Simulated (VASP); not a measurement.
Energy against volume of GaP (zinc blende). All values below come from RPBE GGA, VASP's PBE PAW potentials (set 64) (plane waves; VASP 6.6.1). Run with 520 eV cut-off, 8×8×8 Γ-centred mesh, Gaussian smearing of 0.050 eV, potentials Ga_d P.

```json
[
 {"V (Å³/atom)": "20.124", "E (eV/atom)": "-4.21112"},
 {"V (Å³/atom)": "20.766", "E (eV/atom)": "-4.22575"},
 {"V (Å³/atom)": "21.408", "E (eV/atom)": "-4.23032"},
 {"V (Å³/atom)": "22.051", "E (eV/atom)": "-4.22635"}
]
```

Fit these four points and predict the energy of the run at 22.693 Å³/atom.

A cubic in V^(−2/3), the third-order Birch-Murnaghan form, passes through the four points with V0 = 21.41 Å³/atom and B0 = 71 GPa, and gives -4.2152 eV/atom there. The run gave -4.2152 eV/atom, -0.0 meV/atom from the fit; all five points give B0 = 71 GPa.

The compound is GaP in the zinc blende structure. It was relaxed first, which changed the volume by +6 %.
